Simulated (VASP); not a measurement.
# Tc: phonons from a supercell

How does the lattice of Tc vibrate? The start is a cell from a database of measured crystal structures.

Calculated with VASP 6.6.1; PBEsol; plane waves and PAW (Tc).

Report form: the programs' logs are mostly left out.

### Step 1. Set-up

It takes space group P6_3/mmc (No. 194, hexagonal). The conventional cell has a = 2.740 Å, b = 2.740 Å, c = 4.398 Å, α = 90.00°, β = 90.00°, γ = 120.00°. Nearest to Tc lie 12 Tc at 2.71 to 2.74 Å.

Structure file:

```
Tc
1.0
     2.74000    0.00000    0.00000
    -1.37000    2.37291    0.00000
     0.00000    0.00000    4.39800
Tc
2
Cartesian
  1.3700 0.7910 3.2985
  0.0000 1.5819 1.0995
```

### Step 2. Relax the host

Cell and atoms are relaxed first, so that later runs start from this functional's own cell.

Contents of INCAR:

```
SYSTEM = Tc
PREC = Accurate
ENCUT = 350
EDIFF = 1E-06
NELM = 120
ISMEAR = 1
SIGMA = 0.15
LREAL = .FALSE.
ALGO = Normal
GGA = PS
NBANDS = 13
LASPH = .TRUE.
LORBIT = 11
LWAVE = .FALSE.
LCHARG = .FALSE.
KPAR = 4
IBRION = 2
NSW = 40
ISIF = 3
EDIFFG = -0.02
POTIM = 0.4
```

Contents of POSCAR:

```
Tc
1.0
    2.7400000000      0.0000000000      0.0000000000
   -1.3700000000      2.3729096064      0.0000000000
    0.0000000000      0.0000000000      4.3980000000
Tc
2
Direct
    0.6666666667      0.3333333333      0.7500000000
    0.3333333333      0.6666666667      0.2500000000
```

Contents of KPOINTS:

```
Automatic mesh
0
Gamma
14 14 8
0 0 0
```

The projector-augmented-wave data sets are Tc (PBE family, release 64).

Started as:

```
$ mpirun -np 4 vasp_std
```

Elapsed: 14 s, on 4 MPI ranks of AMD EPYC 9R45, shared host; peak memory 0.53 GiB.

The PAW data sets were made with PBE, which is usual practice but a small mismatch for other functionals. The data set Tc keeps the semicore shell frozen, which is cheaper and a little less accurate. The run keeps the 24 symmetry operations of its start, so it cannot find a distortion of lower symmetry.

Step by step:

```
step  energy less that of the first step (eV)  largest force (eV/Å)  pressure (GPa)  volume (Å³)
   1                                   0.0000                0.0000           -9.56        28.59
   2                                   0.1236                0.0000           27.41        25.86
   3                                  -0.0266                0.0000           -0.23        27.75
   4                                  -0.0266                0.0000            0.00        27.73
   5                                  -0.0266                0.0000            0.21        27.72
   6                                  -0.0267                0.0000           -0.39        27.77
   7                                  -0.0267                0.0000           -0.19        27.75
   8                                  -0.0267                0.0000            0.14        27.72
   9                                  -0.0267                0.0000            0.01        27.73
```

```
conventional cell, symmetrised  before  after  change
                         a (Å)   2.740  2.715  -0.9 %
                         b (Å)   2.740  2.715  -0.9 %
                         c (Å)   4.398  4.344  -1.2 %
              volume (Å³/atom)   14.30  13.87  -3.0 %
```

The relaxed structure:

```cif
data_structure
_symmetry_space_group_name_H-M 'P 1'
_symmetry_Int_Tables_number 1
_cell_length_a 2.7152
_cell_length_b 2.7152
_cell_length_c 4.3438
_cell_angle_alpha 90.000
_cell_angle_beta 90.000
_cell_angle_gamma 120.000
_cell_volume 27.73
loop_
_atom_site_label
_atom_site_type_symbol
_atom_site_fract_x
_atom_site_fract_y
_atom_site_fract_z
_atom_site_occupancy
Tc1 Tc 0.66667 0.33333 0.75000 1
Tc2 Tc 0.33333 0.66667 0.25000 1
```

This step gave:

```yaml
electronic_cycles: 51
electrons: 14
free_energy_toten: -22.59 eV
energy_at_zero_smearing: -22.59 eV
fermi_energy: 13.54 eV
pressure: 0.005570 GPa
labelled_metallic_from_the_levels_on_this_mesh: yes
```

The run ended after 9 ionic steps, 0.027 eV below its first step, once forces and stress met EDIFFG = -0.02.

### Step 3. Tight relaxation

Force constants are second derivatives, so residual forces and stress must first be far smaller than in an ordinary relaxation. Smearing differs from the relaxation before, which can move the cell too.

Contents of INCAR:

```
SYSTEM = Tc
PREC = Accurate
ENCUT = 350
EDIFF = 1E-08
NELM = 120
ISMEAR = 1
SIGMA = 0.2
LREAL = .FALSE.
ALGO = Fast
GGA = PS
NBANDS = 13
LASPH = .TRUE.
LORBIT = 11
LWAVE = .FALSE.
LCHARG = .FALSE.
KPAR = 4
IBRION = 1
NSW = 30
ISIF = 3
EDIFFG = -0.002
POTIM = 0.4
```

Contents of POSCAR:

```
Tc
1.0
    2.7152473002      0.0000000000      0.0000000000
   -1.3576236501      2.3514731396      0.0000000000
    0.0000000000      0.0000000000      4.3438207914
Tc
2
Direct
    0.6666666667      0.3333333333      0.7500000000
    0.3333333333      0.6666666667      0.2500000000
```

KPOINTS is that of step 2.

Started as:

```
$ mpirun -np 4 vasp_std
```

Wall time 9 s (4 MPI ranks); peak memory 0.49 GiB; 34 s of CPU time.

Little changed from the start: no atom moved by 0.005 Å and no cell edge by 0.1 %.

Numbers from this step:

```yaml
electronic_cycles: 33
pressure: -0.001042 GPa
```

The run ended after 4 ionic steps, 0.000 eV below its first step, once forces and stress met EDIFFG = -0.002.

### Step 4. Force constants in the supercell

System of this step: Tc. It takes space group P6_3/mmc (No. 194, hexagonal). The conventional cell has a = 2.716 Å, b = 2.716 Å, c = 4.342 Å, α = 90.00°, β = 90.00°, γ = 120.00°. Nearest to Tc lie 12 Tc at 2.68 to 2.72 Å.

Each independent atom is moved by 0.015 Å both ways; the forces give the force constants out to half the supercell.

Contents of INCAR:

```
SYSTEM = Tc
PREC = Accurate
ENCUT = 350
EDIFF = 1E-07
NELM = 120
ISMEAR = 1
SIGMA = 0.2
LREAL = Auto
ALGO = Fast
GGA = PS
NBANDS = 152
LASPH = .TRUE.
LWAVE = .FALSE.
LCHARG = .FALSE.
KPAR = 4
IBRION = 6
NSW = 1
NFREE = 2
POTIM = 0.015
ISIF = 0
ADDGRID = .TRUE.
```

Contents of POSCAR:

```
Tc
1.0
    8.1466653729      0.0000000000      0.0000000000
   -4.0733326866      7.0552191693      0.0000000000
    0.0000000000      0.0000000000      8.6844331460
Tc
36
Direct
    0.2222222222      0.1111111111      0.3750000000
    0.2222222222      0.1111111111      0.8750000000
    0.2222222222      0.4444444444      0.3750000000
    0.2222222222      0.4444444444      0.8750000000
    0.2222222222      0.7777777778      0.3750000000
    0.2222222222      0.7777777778      0.8750000000
    0.5555555556      0.1111111111      0.3750000000
    0.5555555556      0.1111111111      0.8750000000
    0.5555555556      0.4444444444      0.3750000000
    0.5555555556      0.4444444444      0.8750000000
    0.5555555556      0.7777777778      0.3750000000
    0.5555555556      0.7777777778      0.8750000000
    0.8888888889      0.1111111111      0.3750000000
    0.8888888889      0.1111111111      0.8750000000
    0.8888888889      0.4444444444      0.3750000000
    0.8888888889      0.4444444444      0.8750000000
    0.8888888889      0.7777777778      0.3750000000
    0.8888888889      0.7777777778      0.8750000000
    0.1111111111      0.2222222222      0.1250000000
    0.1111111111      0.2222222222      0.6250000000
    0.1111111111      0.5555555556      0.1250000000
    0.1111111111      0.5555555556      0.6250000000
    0.1111111111      0.8888888889      0.1250000000
    0.1111111111      0.8888888889      0.6250000000
    0.4444444444      0.2222222222      0.1250000000
    0.4444444444      0.2222222222      0.6250000000
    0.4444444444      0.5555555556      0.1250000000
    0.4444444444      0.5555555556      0.6250000000
    0.4444444444      0.8888888889      0.1250000000
    0.4444444444      0.8888888889      0.6250000000
    0.7777777778      0.2222222222      0.1250000000
    0.7777777778      0.2222222222      0.6250000000
    0.7777777778      0.5555555556      0.1250000000
    0.7777777778      0.5555555556      0.6250000000
    0.7777777778      0.8888888889      0.1250000000
    0.7777777778      0.8888888889      0.6250000000
```

Contents of KPOINTS:

```
Automatic mesh
0
Gamma
5 5 4
0 0 0
```

Started as:

```
$ mpirun -np 4 vasp_std
```

It took 17 min on 4 MPI ranks; peak memory 7.7 GiB.

The last energy, forces, stress and levels in OUTCAR belong to the last displaced cell, not to the cell of POSCAR.

This step gave:

```yaml
electrons: 252
lowest_frequency: -1.75e-6 cm⁻¹
highest_frequency: 242.4 cm⁻¹
dynamically_stable: yes
zero_point_energy: 30.30 meV/atom
heat_capacity_300: 23.64 J/K/mol of atoms
entropy_300: 32.78 J/K/mol of atoms
```

No long-range dipole term. Phonon branches along the path, in cm⁻¹:

```
          point  branch 1  branch 2  branch 3  branch 4  branch 5  branch 6
              Γ         0         0         0        76       127       127
0.53 of the way        97       104       142       151       178       195
              M       122       141       153       205       234       241
0.53 of the way       151       158       174       199       231       236
              K       172       183       183       193       229       229
0.47 of the way       122       123       153       158       194       202
              Γ         0         0         0        76       127       127
0.47 of the way        53        53       122       122       138       152
              A        99        99        99        99       209       209
0.47 of the way       128       128       154       154       202       202
              L       113       113       156       156       237       237
0.47 of the way        88        88       173       173       231       231
              H        34        34       198       198       218       218
0.47 of the way       140       140       156       156       206       206
              A        99        99        99        99       209       209
      jump to L       113       113       156       156       237       237
0.47 of the way       104       148       156       168       235       242
              M       122       141       153       205       234       241
      jump to K       172       183       183       193       229       229
0.47 of the way       137       137       182       197       225       225
              H        34        34       198       198       218       218
```

The phonon density of states by frequency; read off at these points:

frequency (cm⁻¹), phonon density of states (states/cm⁻¹/cell) and a bar:
```
      0.0     0.0000 
     10.0     0.0001 
     20.0     0.0002 
     30.0     0.0005 
     40.0     0.0013 #
     50.0     0.0021 #
     60.0     0.0032 #
     70.0     0.0052 ##
     80.0     0.0066 ###
     90.0     0.0121 #####
    100.0     0.0175 #######
    110.0     0.0266 ###########
    120.0     0.0412 ################
    130.0     0.0492 ####################
    140.0     0.0546 ######################
    150.0     0.0599 ########################
    156.0     0.0757 ##############################
    160.0     0.0612 ########################
    170.0     0.0371 ###############
    180.0     0.0317 #############
    190.0     0.0276 ###########
    200.0     0.0287 ###########
    210.0     0.0222 #########
    220.0     0.0406 ################
    228.1     0.0621 #########################
    230.0     0.0588 #######################
    240.0     0.0133 #####
    250.0     0.0000 
    260.0     0.0000
```

Table of heat capacity at constant volume by temperature:

```
temperature (K)  heat capacity at constant volume (J/K/mol of atoms)
              0                                                    0
             50                                                 6.16
            100                                                 16.1
            150                                                 20.3
            200                                                 22.1
            250                                                 23.1
            275                                                 23.4
            325                                                 23.8
            375                                                 24.1
            425                                                 24.3
            475                                                 24.4
            525                                                 24.5
            575                                                 24.6
            625                                                 24.6
            675                                                 24.7
            725                                                 24.7
            750                                                 24.7
            800                                                 24.8
            850                                                 24.8
            900                                                 24.8
            950                                                 24.8
           1000                                                 24.8
```

Vibrational entropy against temperature:

```
temperature (K)  vibrational entropy (J/K/mol of atoms)
              0                                       0
             25                                   0.201
             75                                    5.85
            100                                    9.91
            150                                    17.3
            175                                    20.6
            200                                    23.5
            250                                    28.5
            275                                    30.7
            300                                    32.8
            350                                    36.5
            375                                    38.1
            425                                    41.1
            450                                    42.5
            475                                    43.8
            525                                    46.3
            550                                    47.4
            575                                    48.5
            625                                    50.6
            650                                    51.5
            700                                    53.4
            725                                    54.2
            750                                    55.1
            800                                    56.7
            825                                    57.4
            850                                    58.2
            900                                    59.6
            925                                    60.3
            975                                    61.6
           1000                                    62.2
```

### Step 5. Outcome

```json
{
  "highest frequency": "242 cm⁻¹",
  "lowest frequency": "-1.8e-6 cm⁻¹",
  "zero point energy": "30.3 meV/atom",
  "heat capacity 300": "23.6 J/K/mol of atoms",
  "entropy 300": "32.8 J/K/mol of atoms"
}
```

What this shows: The spectrum reaches 242 cm⁻¹, and its lowest point lies at 0 cm⁻¹. No mode is imaginary, so the structure is a local minimum as far as this supercell can tell. Frequencies between the wave vectors that fit the supercell are interpolated.

[Lines on the potential files, build, host, timing and source positions are cut from VASP's logs without a mark.]

[Logs are printed without paths, hosts, clocks, repeated set-up lines and the standing remarks that a program may print on its own settings, such as how far it seeks lower states.]

[Hosts, paths, dates, database ids (printed as entryN), source tags and the programs' standing remarks are cut or masked in the printed files.]

[Runs that stopped without an error message from VASP are left out.]
